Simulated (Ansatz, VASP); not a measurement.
HfBr: VASP beside Ansatz

```xyz
2
Lattice="3.4557 0.0000 0.0000 0.0000 3.4557 0.0000 0.0000 0.0000 3.4557" Properties=species:S:1:pos:R:3 pbc="T T T"
Hf    0.0000    0.0000    0.0000
Br    1.7279    1.7279    1.7279
```

Change from the starting cell: species swapped into the HoPd type (Pm-3m, No. 221).

Alike in both runs: functional PBE; k mesh 16 × 16 × 16; occupations gaussian, width 0.1 eV; no spin polarisation.

Ansatz relaxed the structure, and its values are those at the end. VASP's run is a single point on that final structure, the one shown.

```csv
,VASP,Ansatz
version,VASP 6.6.1,Ansatz 0.2.0
potentials or method,"VASP PAW PBE potentials, release 64 (Hf_pv, Br)","scalar-relativistic, plane waves, PAW"
plane-wave cutoff (eV),520,420
valence electrons in the cell,17,33
```

```tsv
	VASP	Ansatz	Ansatz less VASP
gap on the k mesh at the Fermi level (eV)	none	none	-
pressure (GPa)	-0.5	0.0	+0.51
```

A gap of «none» marks a metal or a gap that the smearing closes. The two sets of potentials don't hold the same shells in valence.

Caveats: an odd number of electrons without spin polarisation forces a metal; a magnetic or distorted state may lie lower. Spin-orbit coupling is left out, which matters for the levels of Hf.
